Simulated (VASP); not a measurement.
Given:

```
CELL_PARAMETERS angstrom
      0.00000     3.22805     3.22805
      3.22805     0.00000     3.22805
      3.22805     3.22805     0.00000
ATOMIC_POSITIONS crystal
  Ba 0.00000 0.00000 0.00000
  S  0.50000 0.50000 0.50000
```

All values below come from PBE GGA, VASP's PBE PAW potentials (set 64) (plane waves; VASP). Run with 520 eV cut-off, Gaussian smearing of 0.050 eV, potentials Ba_sv S.

Unless said otherwise, spin-orbit coupling is left out, though it shifts the bands of the heavy elements here.

Question: Estimate the band gap (along the path) with the smallest direct gap where there is one.

Answer: 
```
Item                                    Value
------------------------------------  -------
band gap (along the path)             2.16 eV
smallest direct gap (along the path)  2.31 eV
```

Only differences to runs with the same potentials and settings are physical.

The compound is BaS in the rock salt structure. It was relaxed first.
